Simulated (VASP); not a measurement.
Given:

```xyz
4
Lattice="1.5594 -2.7010 0.0000 1.5594 2.7010 0.0000 0.0000 0.0000 5.0765" Properties=species:S:1:pos:R:3 pbc="T T T"
Ga     1.5594    -0.9003     2.5384
Ga     1.5594     0.9003     0.0002
N      1.5594    -0.9003     4.4519
N      1.5594     0.9003     1.9137
```

Method: PBEsol GGA, VASP's PBE PAW potentials (set 64) (plane waves; VASP). Numerical set-up: 600 eV cut-off, 8×8×4 Γ-centred mesh, Gaussian smearing of 0.050 eV, potentials Ga_d N.

**Question.** Give the stress tensor in GPa (positive for a compressed cell).

**Answer.** 
```
12.81   0.00   0.00
 0.00  12.81   0.00
 0.00   0.00  12.98
```
The pressure is its mean diagonal, 12.87 GPa.

The compound is GaN in the wurtzite structure. This cell was strained or had an atom moved on purpose.
